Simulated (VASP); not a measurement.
Level of theory: r2SCAN+rVV10, VASP's PBE PAW potentials (set 64) (plane waves; VASP).

Input for VASP

File POSCAR:
```
Tl
1
   -1.9381261216     1.9381261216     1.9381261216
    1.9381261216    -1.9381261216     1.9381261216
    1.9381261216     1.9381261216    -1.9381261216
Tl
1
Direct
  1.0000000000   1.0000000000   1.0000000000
```

File KPOINTS_OPT:
```
k-points along high-symmetry lines
10
Line-mode
Reciprocal
  0.000000   0.000000   0.000000 ! GAMMA
  0.500000  -0.500000   0.500000 ! H

  0.500000  -0.500000   0.500000 ! H
  0.000000   0.000000   0.500000 ! N

  0.000000   0.000000   0.500000 ! N
  0.000000   0.000000   0.000000 ! GAMMA

  0.000000   0.000000   0.000000 ! GAMMA
  0.250000   0.250000   0.250000 ! P

  0.250000   0.250000   0.250000 ! P
  0.500000  -0.500000   0.500000 ! H

  0.250000   0.250000   0.250000 ! P
  0.000000   0.000000   0.500000 ! N
```

File KPOINTS:
```
Automatic mesh
0
Gamma
15 15 15
0 0 0
```

**INCAR**
```
ISIF = 2   # forces and stress, cell fixed
NELM = 100
EDIFF = 1E-7   # SCF stop (eV)
ENCUT = 400   # plane-wave cut-off (eV)
LCHARG = F
LREAL = F   # projection in real space or not
LMIXTAU = T
NEDOS = 601   # DOS grid
LASPH = T   # aspherical one-centre terms
LWAVE = F
LMAXMIX = 4   # l cut-off of mixed one-centre charges
PREC = Accurate
ISMEAR = -5   # tetrahedra, Bloechl
LORBIT = 11   # lm-projected
METAGGA = R2SCAN
SYSTEM = Tl
CPARAM = 0.0093
BPARAM = 11.95
LUSE_VDW = T
ALGO = Normal
```

POTCAR, in this order: Tl_d (PBE.64 set). Program: vasp_std.

Output of the run:

File OSZICAR:
```
       N       E                     dE             d eps       ncg     rms          rms(c)
DAV:   1    -0.170426447743E+02   -0.17043E+02   -0.61853E+03  2706   0.933E+02
DAV:   2    -0.562604011887E+02   -0.39218E+02   -0.38718E+02  2542   0.195E+02
DAV:   3    -0.566030879674E+02   -0.34269E+00   -0.34216E+00  2748   0.179E+01
DAV:   4    -0.566047968734E+02   -0.17089E-02   -0.17067E-02  2644   0.147E+00
DAV:   5    -0.566048197303E+02   -0.22857E-04   -0.22832E-04  2722   0.163E-01    0.204E+00
DAV:   6    -0.526159806389E+02    0.39888E+01   -0.16622E+00  2470   0.151E+01    0.273E+00
DAV:   7    -0.528045836591E+02   -0.18860E+00   -0.77108E-02  2542   0.290E+00    0.169E+00
DAV:   8    -0.527522383577E+02    0.52345E-01   -0.10066E-01  2442   0.270E+00    0.261E-01
DAV:   9    -0.528118074837E+02   -0.59569E-01   -0.37788E-02  2438   0.185E+00    0.157E-01
DAV:  10    -0.528113451740E+02    0.46231E-03   -0.94421E-04  2516   0.323E-01    0.568E-02
DAV:  11    -0.528117472357E+02   -0.40206E-03   -0.10801E-03  2500   0.346E-01    0.132E-02
DAV:  12    -0.528118600816E+02   -0.11285E-03   -0.16029E-04  2500   0.124E-01    0.123E-02
DAV:  13    -0.528118461435E+02    0.13938E-04   -0.10528E-04  2528   0.883E-02    0.924E-03
DAV:  14    -0.528118713374E+02   -0.25194E-04   -0.84633E-06  2558   0.269E-02    0.473E-03
DAV:  15    -0.528119214310E+02   -0.50094E-04   -0.29256E-05  2460   0.440E-02    0.971E-04
DAV:  16    -0.528119230916E+02   -0.16606E-05   -0.33878E-06  2598   0.154E-02    0.124E-03
DAV:  17    -0.528119226589E+02    0.43267E-06   -0.10215E-06  2476   0.867E-03    0.338E-04
DAV:  18    -0.528119229062E+02   -0.24727E-06   -0.32842E-07  2476   0.499E-03    0.438E-04
DAV:  19    -0.528119229729E+02   -0.66723E-07   -0.51059E-09  1268   0.717E-04
   1 F= -.52811923E+02 E0= -.52811923E+02  d E =0.000000E+00
       N       E                     dE             ncg
```

**OUTCAR**
```
------------------------ aborting loop because EDIFF is reached ----------------------------------------
  FORCE on cell =-STRESS in cart. coord.  units (eV):
  Direction    XX          YY          ZZ          XY          YZ          ZX
  --------------------------------------------------------------------------------------
  Total        0.0136322      0.0136322      0.0136322      0.0000000      0.0000000     -0.0000000
  in kB        0.7500177      0.7500177      0.7500177      0.0000000      0.0000000     -0.0000000
  external PRESSURE =       0.7500177 kB  Pullay stress =       0.0000000 kB
  volume of cell :       29.12
      direct lattice vectors                 reciprocal lattice vectors
    -1.938126122  1.938126122  1.938126122     0.000000000  0.257981147  0.257981147
     1.938126122 -1.938126122  1.938126122     0.257981147  0.000000000  0.257981147
     1.938126122  1.938126122 -1.938126122     0.257981147  0.257981147  0.000000000
 POSITION                                       TOTAL-FORCE (eV/Angst)
 -----------------------------------------------------------------------------------
      0.00000      0.00000      0.00000        -0.000000     -0.000000      0.000000
 -----------------------------------------------------------------------------------
    total drift:                               -0.000000      0.000000      0.000000
  FREE ENERGIE OF THE ION-ELECTRON SYSTEM (eV)
  ---------------------------------------------------
  free  energy   TOTEN  =       -52.8119229729 eV

  energy  without entropy=      -52.8119229729  energy(sigma->0) =      -52.81192297

 total charge

# of ion       s       p       d       tot
------------------------------------------
    1        1.186   0.395   9.622  11.204
```
(Selected blocks of OUTCAR.)

For a metal the tetrahedron method with Blöchl corrections gives inexact stress and forces.

The structure comes from a measured Tl entry (Im-3m) of the Crystallography Open Database, whose conditions weren't checked. It was relaxed first.
